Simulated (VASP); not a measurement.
OSZICAR of a VASP run on HgTe (atoms displaced from the space group 154 structure):

File OSZICAR:
```
       N       E                     dE             d eps       ncg     rms          rms(c)
DAV:   1     0.264494792409E+03    0.26449E+03   -0.17915E+04  1664   0.957E+02
DAV:   2    -0.400693323361E+00   -0.26490E+03   -0.25988E+03  1872   0.268E+02
DAV:   3    -0.133981357781E+02   -0.12997E+02   -0.12900E+02  1976   0.610E+01
DAV:   4    -0.135587976676E+02   -0.16066E+00   -0.16063E+00  1984   0.626E+00
DAV:   5    -0.135601801496E+02   -0.13825E-02   -0.13824E-02  2072   0.607E-01    0.131E+01
DAV:   6    -0.128000818188E+02    0.76010E+00   -0.22474E+00  1768   0.131E+01    0.105E+01
DAV:   7    -0.127756383646E+02    0.24443E-01   -0.65714E-01  1888   0.366E+00    0.333E+00
DAV:   8    -0.127655747604E+02    0.10064E-01   -0.71041E-02  1744   0.219E+00    0.118E+00
DAV:   9    -0.127651553733E+02    0.41939E-03   -0.69334E-03  1872   0.650E-01    0.286E-01
DAV:  10    -0.127649659993E+02    0.18937E-03   -0.98661E-04  1952   0.262E-01    0.484E-02
DAV:  11    -0.127649840983E+02   -0.18099E-04   -0.24964E-04  1800   0.104E-01    0.752E-02
DAV:  12    -0.127649765692E+02    0.75291E-05   -0.28179E-05  1848   0.419E-02    0.431E-02
DAV:  13    -0.127649768932E+02   -0.32404E-06   -0.91146E-06  1648   0.117E-02
   1 F= -.12764977E+02 E0= -.12764977E+02  d E =-.962518E-13
```

Q: Which electronic solver shows in the log?

A: It is blocked Davidson (ALGO = Normal, or the opening steps of other solvers). The INCAR had ALGO = Normal.

Q: Can the final energy be trusted as converged?

A: The calculation finished and met its thresholds. It stopped with EDIFF = 1E-6, NELM = 100 (PBEsol GGA, plane waves, VASP's PBE PAW potentials (set 64)).

The structure comes from a computed database's HgTe entry; how it stands against other phases isn't given here. The cell was not relaxed at this level, atoms are displaced from their ideal sites.
